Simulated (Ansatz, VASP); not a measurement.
# Ti2CO2 (Ti2CO2 MXene, 2 layers, AB): VASP beside Ansatz, part 2 of 2

Aim: how closely do two programs agree when they are given the same cell, functional and k mesh? The structure shown is the start of the Ansatz relaxation below; VASP solves that cell, so the two are compared at the walk's first step.

VASP 6.6.1 and Ansatz 0.2.0.

So far: The starting structure; Ansatz: relaxation, PBE with D3(BJ).

## Step 3: VASP: single point, PBE with D3(BJ), start cell

Level of this step: PBE with D3(BJ), zero-moment start; plane waves and PAW (O, Ti_sv, C) (VASP).

The same cell, functional, mesh and smearing now go to VASP, with its own data sets.

Lines of VASP's logs that name or quote its potential files are left out, and so is its time.

The input, INCAR:

```
SYSTEM = Ti2CO2
PREC = Accurate
ENCUT = 520
EDIFF = 1E-06
NELM = 200
ISMEAR = -1
SIGMA = 0.05
LREAL = .FALSE.
ALGO = Normal
GGA = PE
IVDW = 12
NBANDS = 55
ISPIN = 2
MAGMOM = -0 -0 -0 -0 0 0 0 0 -0 -0
LASPH = .TRUE.
LMAXMIX = 4
LORBIT = 11
LWAVE = .FALSE.
LCHARG = .FALSE.
ISIF = 2
LDIPOL = .TRUE.
IDIPOL = 3
DIPOL = 0.5 0.5 0.5
LVHAR = .TRUE.
GGA_COMPAT = .FALSE.
NELMDL = -8
KPAR = 2
```

The input, POSCAR:

```
Ti2CO2
1.0
    3.1002400000      0.0000000000      0.0000000000
   -1.5501200000      2.6848870000      0.0000000000
    0.0000000000      0.0000000000     55.3861200000
O Ti C
4 4 2
Direct
    0.3333330851      0.6666665425      0.3899894053
    0.6666664184      0.3333332092      0.4738201557
    0.6666664184      0.3333332092      0.5261798443
    0.9999997517      0.9999998759      0.6100105947
    0.6666664184      0.3333332092      0.4098185249
    0.3333330851      0.6666665425      0.4539910360
    0.9999997517      0.9999998759      0.5460089640
    0.6666664184      0.3333332092      0.5901814751
    0.9999997517      0.9999998759      0.4319047805
    0.3333330851      0.6666665425      0.5680952195
```

The input, KPOINTS:

```
Automatic mesh
0
Gamma
10 10 1
0 0 0
```

Potentials, in the order of the species: O, Ti_sv and C (PBE family, release 64).

On the command line:

```bash
$ mpirun -np 2 vasp_std
```

Numbers of over 12 decimals in the logs are rounded to 6 here.

Log:

```text
[banner, memory and clock lines left out]
running    2 mpi-ranks, on    1 nodes
 distrk:  each k-point on    1 cores,    2 groups
 distr:  one band on    1 cores,    1 groups

 POSCAR found type information on POSCAR O TiC
 POSCAR found :  3 types and      10 ions
 LDA part: xc-table for (Slater+PW92), standard interpolation
|                                                                             |
|           W    W    AA    RRRRR   N    N  II  N    N   GGGG   !!!           |
|           W    W   A  A   R    R  NN   N  II  NN   N  G    G  !!!           |
|           W    W  A    A  R    R  N N  N  II  N N  N  G       !!!           |
|           W WW W  AAAAAA  RRRRR   N  N N  II  N  N N  G  GGG   !            |
|           WW  WW  A    A  R   R   N   NN  II  N   NN  G    G                |
|           W    W  A    A  R    R  N    N  II  N    N   GGGG   !!!           |
|                                                                             |
|     One of the lattice vectors is very long (>50 A), but AMIN is rather     |
|     large. This can spoil convergence since charge sloshing might occur     |
|     along the long lattice vector. If problems with convergence are         |
|     observed, try to decrease AMIN to a smaller value (e.g. 0.01).          |
|     Note: This warning only applies if the self-consistency cycle is        |
|     used.                                                                   |
|                                                                             |

 POSCAR, INCAR and KPOINTS ok, starting setup
 FFT: planning ... GRIDC
 FFT: planning ... GRID_SOFT
 FFT: planning ... GRID
 WAVECAR not read
 entering main loop
       N       E                     dE             d eps       ncg     rms          rms(c)
DAV:   1     0.957208854837E+03    0.95721E+03   -0.39313E+04  3624   0.129E+03
DAV:   2     0.533877451937E+02   -0.90382E+03   -0.86714E+03  3658   0.399E+02
DAV:   3    -0.101006231995E+03   -0.15439E+03   -0.14956E+03  4336   0.157E+02
DAV:   4    -0.116369952517E+03   -0.15364E+02   -0.15330E+02  4896   0.472E+01
DAV:   5    -0.117686321155E+03   -0.13164E+01   -0.13161E+01  4779   0.114E+01
DAV:   6    -0.117728400519E+03   -0.42079E-01   -0.42079E-01  4729   0.235E+00
DAV:   7    -0.117729823373E+03   -0.14229E-02   -0.14228E-02  4690   0.372E-01
DAV:   8    -0.117729855946E+03   -0.32573E-04   -0.32573E-04  4777   0.679E-02    0.377E+01
DAV:   9    -0.946025717878E+02    0.23127E+02   -0.18287E+02  4054   0.812E+01    0.259E+01
DAV:  10    -0.914457659209E+02    0.31568E+01   -0.64440E+01  4074   0.509E+01    0.133E+01
DAV:  11    -0.885688854181E+02    0.28769E+01   -0.66962E+00  4207   0.190E+01    0.453E+00
DAV:  12    -0.887353148088E+02   -0.16643E+00   -0.27654E+00  4602   0.988E+00    0.441E+00
DAV:  13    -0.886041309836E+02    0.13118E+00   -0.43569E-01  4360   0.524E+00    0.278E+00
DAV:  14    -0.885419303738E+02    0.62201E-01   -0.33822E-01  4512   0.397E+00    0.874E-01
[...]
DAV:  26    -0.885349814062E+02   -0.71027E-04   -0.20971E-06  2753   0.691E-03    0.167E-03
DAV:  27    -0.885350066112E+02   -0.25205E-04   -0.43098E-07  2328   0.349E-03    0.112E-03
DAV:  28    -0.885350363362E+02   -0.29725E-04   -0.11750E-06  2649   0.366E-03    0.155E-03
DAV:  29    -0.885350454930E+02   -0.91568E-05   -0.26518E-07  2226   0.244E-03    0.114E-03
DAV:  30    -0.885350498378E+02   -0.43448E-05   -0.12869E-07  2121   0.153E-03    0.774E-04
DAV:  31    -0.885350532652E+02   -0.34274E-05   -0.12352E-07  2210   0.149E-03    0.229E-04
DAV:  32    -0.885350546486E+02   -0.13834E-05   -0.69561E-08  2121   0.101E-03    0.591E-04
DAV:  33    -0.885350554091E+02   -0.76052E-06   -0.22280E-08  2100   0.675E-04
   1 F= -.90944966E+02 E0= -.90943952E+02  d E =-.202808E-02  mag=    -0.0000
```

Parts of OUTCAR (step 3):

```text
ion  position               nearest neighbor table
   1  0.333  0.667  0.390-   5 2.10   5 2.10   5 2.10
   2  0.667  0.333  0.474-   6 2.10   6 2.10   6 2.10
   3  0.667  0.333  0.526-   7 2.10   7 2.10   7 2.10
   4  1.000  1.000  0.610-   8 2.10   8 2.10   8 2.10
   5  0.667  0.333  0.410-   1 2.10   1 2.10   1 2.10   9 2.17   9 2.17   9 2.17
   6  0.333  0.667  0.454-   2 2.10   2 2.10   2 2.10   9 2.17   9 2.17   9 2.17
   7  1.000  1.000  0.546-   3 2.10   3 2.10   3 2.10  10 2.17  10 2.17  10 2.17
   8  0.667  0.333  0.590-   4 2.10   4 2.10   4 2.10  10 2.17  10 2.17  10 2.17
   9  1.000  1.000  0.432-   6 2.17   6 2.17   5 2.17   5 2.17   6 2.17   5 2.17
  10  0.333  0.667  0.568-   7 2.17   7 2.17   8 2.17   8 2.17   7 2.17   8 2.17

  LATTYP: Found a hexagonal cell.
 ALAT       =     3.1002400000
 C/A-ratio  =    17.8651072175

 Subroutine GETGRP returns: Found 12 space group operations
 (whereof  6 operations were pure point group operations)

The static configuration has the point symmetry C_3v.
 The point group associated with its full space group is D_3d.

 Found     14 irreducible k-points:

   k-points           NKPTS =     14   k-points in BZ     NKDIM =     14   number of bands    NBANDS=     55

   dimension x,y,z NGX =    24 NGY =   24 NGZ =  420
   dimension x,y,z NGXF=    48 NGYF=   48 NGZF=  840

   ENCUT  =  520.0 eV  38.22 Ry    6.18 a.u.   5.76  5.76102.98*2*pi/ulx,y,z

   NELECT =      80.0000    total number of electrons

 k-points in reciprocal lattice and weights: Automatic mesh
   0.00000000  0.00000000  0.00000000       0.010
   0.10000000 -0.00000000  0.00000000       0.060
   0.20000000 -0.00000000  0.00000000       0.060
   0.30000000 -0.00000000  0.00000000       0.060
   0.40000000  0.00000000  0.00000000       0.060
   0.50000000 -0.00000000  0.00000000       0.030
   0.10000000  0.10000000  0.00000000       0.060
   0.20000000  0.10000000  0.00000000       0.120
   0.30000000  0.10000000  0.00000000       0.120
[...]
0.40000000  0.20000000  0.00000000       0.060
   0.30000000  0.30000000  0.00000000       0.060

 dipolmoment           0.000000      0.000000     -0.000000 electrons x Angstroem

 average (electrostatic) potential at core
       1 -78.8844       2 -78.9055       3 -78.9055       4 -78.8844       5 -85.6264
       6 -85.6272       7 -85.6272       8 -85.6264       9 -57.7743      10 -57.7743

 E-fermi :  -4.1540

 spin component 1
 k-point     1 :       0.0000    0.0000    0.0000
  band No.  band energies     occupation
    ...
     36      -4.5134      0.99924
     37      -4.3122      0.95944
     38      -4.3122      0.95944
     39      -4.2911      0.93945
     40      -4.2911      0.93945
     41      -3.3720      0.00000
     42      -3.3720      0.00000
     43      -3.3718      0.00000
     44      -3.3718      0.00000
     45      -2.6721      0.00000
    ...

 k-point     2 :       0.1000   -0.0000    0.0000
  band No.  band energies     occupation
    ...
     36      -5.0787      1.00000
     37      -4.7484      0.99999
     38      -4.7324      0.99999
     39      -4.7309      0.99999
     40      -4.4555      0.99760
     41      -3.2676      0.00000
     42      -3.2530      0.00000
     43      -2.9775      0.00000
     44      -2.9710      0.00000
     45      -2.4967      0.00000
    ...

 k-point     3 :       0.2000   -0.0000    0.0000
  band No.  band energies     occupation
    ...
     36      -6.1532      1.00000
     37      -5.2954      1.00000
     38      -5.2815      1.00000
     39      -4.8627      1.00000
     40      -4.7183      0.99999
     41      -3.4883      0.00000
     42      -3.4413      0.00000
     43      -2.5916      0.00000
     44      -2.5858      0.00000
     45      -2.0403      0.00000
    ...

 k-point     4 :       0.3000   -0.0000    0.0000
  band No.  band energies     occupation
    ...
     36      -6.1743      1.00000
     37      -5.5643      1.00000
     38      -5.5498      1.00000
     39      -5.2956      1.00000
     40      -5.2075      1.00000
     41      -3.7376      0.00024
     42      -3.6815      0.00008
     43      -2.2975      0.00000
     44      -2.2945      0.00000
     45      -2.0127      0.00000
    ...

 k-point     5 :       0.4000    0.0000    0.0000
  band No.  band energies     occupation
    ...
     36      -6.5459      1.00000
     37      -5.5586      1.00000
     38      -5.5412      1.00000
     39      -5.4304      1.00000
     40      -5.3186      1.00000
     41      -3.9289      0.01096
     42      -3.8578      0.00267
     43      -2.1147      0.00000
     44      -2.0988      0.00000
     45      -1.9823      0.00000
    ...

 k-point     6 :       0.5000   -0.0000    0.0000
  band No.  band energies     occupation
    ...
     36      -6.7758      1.00000
     37      -5.5113      1.00000
     38      -5.4921      1.00000
     39      -5.4173      1.00000
     40      -5.2913      1.00000
     41      -3.9920      0.03768
     42      -3.9087      0.00735
     43      -2.1721      0.00000
     44      -2.1683      0.00000
     45      -1.8241      0.00000
    ...

 Edisp (eV)   -2.40991

  Total     -14.59718   -14.59718    -8.14732    -0.00000     0.00000     0.00000
  in kB     -50.72912   -50.72913   -28.31412    -0.00000     0.00000     0.00000
  external pressure =      -43.26 kB  Pullay stress =        0.00 kB

  energy-cutoff  :      520.00
  volume of cell :      461.02
      direct lattice vectors                 reciprocal lattice vectors
     3.100240000  0.000000000  0.000000000     0.322555673  0.186227577  0.000000000
    -1.550120000  2.684887000  0.000000000     0.000000000  0.372455154  0.000000000
     0.000000000  0.000000000 55.386120000     0.000000000  0.000000000  0.018055065

 POSITION                                       TOTAL-FORCE (eV/Angst)
 -----------------------------------------------------------------------------------
     -0.00000      1.78992     21.60000         0.000000      0.000000      2.695346
      1.55012      0.89496     26.24306        -0.000000     -0.000000     -2.717324
      1.55012      0.89496     29.14306         0.000000      0.000000      2.717324
      1.55012      2.68489     33.78612        -0.000000     -0.000000     -2.695346
      1.55012      0.89496     22.69826        -0.000000     -0.000000     -3.525350
     -0.00000      1.78992     25.14480         0.000000     -0.000000      3.570140
      1.55012      2.68489     30.24132        -0.000000      0.000000     -3.570140
      1.55012      0.89496     32.68786         0.000000      0.000000      3.525350
      1.55012      2.68489     23.92153        -0.000000      0.000000      0.011001
     -0.00000      1.78992     31.46459        -0.000000      0.000000     -0.011001
 -----------------------------------------------------------------------------------
    total drift:                                0.006703      0.003870      0.001271

  FREE ENERGIE OF THE ION-ELECTRON SYSTEM (eV)
  ---------------------------------------------------
  free  energy   TOTEN  =       -90.9449656774 eV

  energy  without entropy=      -90.9429375932  energy(sigma->0) =      -90.94395164

 vacuum level on the upper side and lower side of the slab         3.277         3.277

 total charge
# of ion       s       p       d       tot
------------------------------------------
    1        1.579   3.341   0.000   4.920
    2        1.580   3.340   0.000   4.920
    3        1.580   3.340   0.000   4.920
    4        1.579   3.341   0.000   4.920
    5        2.190   6.226   1.764  10.180
    6        2.189   6.226   1.765  10.181
    7        2.189   6.226   1.765  10.181
    8        2.190   6.226   1.764  10.180
    9        0.888   1.543   0.000   2.430
   10        0.888   1.543   0.000   2.430
--------------------------------------------------
tot         16.852  41.352   7.058  65.262

 magnetization (x)
# of ion       s       p       d       tot
------------------------------------------
    1        0.000   0.000   0.000   0.000
    2        0.000   0.000   0.000   0.000
    3        0.000   0.000   0.000   0.000
    4        0.000   0.000   0.000   0.000
    5       -0.000  -0.000  -0.000  -0.000
    6       -0.000   0.000   0.000   0.000
    7       -0.000   0.000   0.000   0.000
    8       -0.000  -0.000  -0.000  -0.000
    9        0.000   0.000   0.000   0.000
   10        0.000   0.000   0.000   0.000
--------------------------------------------------
tot          0.000   0.000  -0.000   0.000

[... 1 further part left out ...]
```

This run allows spin, but its moments start at zero, where symmetry between the spins tends to hold them, although Ti can carry a moment.

## Step 4: Side by side

Known differences besides the potentials themselves: Ansatz cuts the interaction across the vacuum, VASP repeats the sheet with a dipole correction; the cutoff is 420 eV in Ansatz and 520 eV in VASP. Total energies have different zeros and are not compared.

Forces (eV/Å; atoms numbered as in POSCAR):

```tsv
atom	Ansatz x, y, z	VASP x, y, z
O1	0.000, 0.000, 2.738	0.000, 0.000, 2.695
O2	0.000, 0.000, -2.761	0.000, 0.000, -2.717
O3	0.000, 0.000, 2.761	0.000, 0.000, 2.717
O4	0.000, 0.000, -2.738	0.000, 0.000, -2.695
Ti5	0.000, 0.000, -3.547	0.000, 0.000, -3.525
Ti6	0.000, 0.000, 3.592	0.000, 0.000, 3.570
Ti7	0.000, 0.000, -3.592	0.000, 0.000, -3.570
Ti8	0.000, 0.000, 3.547	0.000, 0.000, 3.525
C9	0.000, 0.000, 0.011	0.000, 0.000, 0.011
C10	0.000, 0.000, -0.011	0.000, 0.000, -0.011
```

The forces differ by 18 meV/Å r.m.s., which is 1.1 % of the r.m.s. force of 1.629 eV/Å (both taken over all components). Moments aren't recorded for both runs of this pair, so they may hold unlike magnetic states. With vacuum in the cell, a pressure given here is an average over mostly empty space and none of the material.

## Step 5: Summary of results

- r.m.s. force difference (single point, PBE with D3(BJ), start cell): 1.1 % of the r.m.s. force

In words: The r.m.s. force difference is 1.1 % of the r.m.s. force (single point, PBE with D3(BJ), start cell), within the 3 % picked in this series as the mark of a large difference. Such differences can come from data sets, numerical settings and the points named under the comparisons, not from the functional's error against experiment.

[Lines on the potential files, build, host, timing and source positions are cut from VASP's logs without a mark.]

[Logs are printed without paths, hosts, clocks, repeated set-up lines and the standing remarks that a program may print on its own settings, such as how far it seeks lower states.]

[Hosts, paths, dates, database ids (printed as entryN), source tags and the programs' standing remarks are cut or masked in the printed files.]
